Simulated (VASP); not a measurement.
## Sn3P2: density of states with PBE

The system is Sn3P2.

```
CELL_PARAMETERS angstrom
2.02663 1.17008 8.58210
-2.02663 1.17008 8.58210
0.00000 -2.34015 8.58210
ATOMIC_POSITIONS crystal
Sn 0.21288 0.21288 0.21288
Sn 0.78712 0.78712 0.78712
Sn 0.00000 0.00000 0.00000
P 0.60022 0.60022 0.60022
P 0.39978 0.39978 0.39978
```

The cell was built by a generator and needn't be a form met in nature.

```json
{
 "Program": "VASP 6.6.1",
 "Task": "density of states",
 "Functional": "PBE",
 "Potentials or basis": "VASP PAW PBE potentials, release 64 (Sn_d, P)",
 "Cutoff": "520 eV",
 "k mesh": "8 × 8 × 8",
 "Occupations": "gaussian, width 0.1 eV",
 "Spin": "no spin polarisation",
 "k mesh for the DOS": "12 × 12 × 12",
 "Occupations for the DOS": "tetrahedron",
 "Further INCAR settings": "ALGO = Fast; EDIFF = 1e-06"
}
```

| Item | Value |
| --- | --- |
| Valence electrons inside the program's atomic spheres | Sn 12.18, 12.10; P 2.46 |

Levels at points of the mesh, in eV from the Fermi level:
| k point | band 24 | band 25 | band 26 | band 27 | band 28 | band 29 |
| --- | --- | --- | --- | --- | --- | --- |
| (0.00, 0.00, 0.00) | -1.55 | -0.13 | 0.08 | 1.40 | 1.40 | 1.95 |
| (0.50, 0.00, 0.00) | -2.62 | -2.03 | -1.73 | -0.54 | 1.82 | 1.86 |
| (0.50, 0.50, 0.00) | -3.14 | -2.34 | -0.33 | -0.18 | 0.61 | 2.00 |
| (0.50, 0.50, 0.50) | -1.54 | -1.25 | 0.19 | 0.97 | 0.97 | 1.89 |

States per cell in windows of 1 eV (zero at the Fermi level; states under -8 eV left out):
```csv
from (eV),total,P4_p,P5_p,Sn1_p,Sn2_p,Sn3_p,Sn3_s
-8.0,2.60,0.08,0.08,0.03,0.03,0.02,0.39
-7.0,1.60,0.05,0.05,0.02,0.02,0.02,0.26
-6.0,0.83,0.04,0.04,0.02,0.02,0.02,0.07
-5.0,1.95,0.15,0.15,0.11,0.11,0.15,0.04
-4.0,2.92,0.29,0.29,0.19,0.19,0.20,0.04
-3.0,3.21,0.36,0.36,0.22,0.22,0.14,0.05
-2.0,2.57,0.27,0.27,0.18,0.18,0.09,0.12
-1.0,1.44,0.12,0.12,0.10,0.10,0.09,0.07
0.0,2.28,0.08,0.08,0.21,0.21,0.29,0.02
1.0,3.01,0.12,0.12,0.31,0.31,0.35,0.03
2.0,2.68,0.14,0.14,0.24,0.24,0.22,0.04
3.0,1.95,0.12,0.12,0.14,0.14,0.16,0.02
4.0,0.10,0.01,0.01,0.01,0.01,0.01,0.00
```

Run time: 25 min on 4 MPI ranks on Intel(R) Xeon(R) Platinum 8488C (Sapphire Rapids), on a shared host, peak memory 1.1 GiB a rank.
